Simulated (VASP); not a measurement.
OSZICAR of a VASP run on Tm (hcp):

**OSZICAR**
```
       N       E                     dE             d eps       ncg     rms          rms(c)
DAV:   1     0.612283205634E+02    0.61228E+02   -0.81861E+03  1992   0.124E+03
DAV:   2    -0.449946984013E+01   -0.65728E+02   -0.64628E+02  2045   0.377E+02
DAV:   3    -0.882612543537E+01   -0.43267E+01   -0.40517E+01  3205   0.594E+01
DAV:   4    -0.894605122667E+01   -0.11993E+00   -0.11924E+00  3131   0.837E+00
DAV:   5    -0.894738258143E+01   -0.13314E-02   -0.13312E-02  2831   0.792E-01    0.236E+01
DAV:   6    -0.894257228319E+01    0.48103E-02   -0.33118E-02  3031   0.218E+00    0.141E+01
DAV:   7    -0.895548762278E+01   -0.12915E-01   -0.58254E-02  2987   0.283E+00    0.383E-01
DAV:   8    -0.895523850671E+01    0.24912E-03   -0.33227E-03  2589   0.522E-01    0.933E-02
DAV:   9    -0.895525413416E+01   -0.15627E-04   -0.25426E-04  3195   0.168E-01    0.308E-02
DAV:  10    -0.895524721969E+01    0.69145E-05   -0.27889E-05  2814   0.484E-02    0.396E-02
DAV:  11    -0.895524789002E+01   -0.67033E-06   -0.29019E-06  2513   0.167E-02    0.259E-03
DAV:  12    -0.895524815855E+01   -0.26853E-06   -0.25524E-07  1713   0.565E-03    0.103E-03
DAV:  13    -0.895524813066E+01    0.27890E-07   -0.42264E-08  1263   0.357E-03
   1 F= -.89552481E+01 E0= -.89560144E+01  d E =0.229876E-02
```

Q: Which electronic solver shows in the log?

A: It is blocked Davidson (ALGO = Normal, or the opening steps of other solvers). The INCAR had ALGO = Normal.

Q: Can the final energy be trusted as converged?

A: Self-consistency was reached. It stopped with EDIFF = 1E-7, NELM = 100 (PBE GGA, plane waves, VASP's PBE PAW potentials (set 64)). The 4f electrons are frozen in the core of the lanthanide potential, so 4f levels, which can set the real gap, and their magnetism are missing.

The compound is Tm in the hcp structure. It was relaxed first.
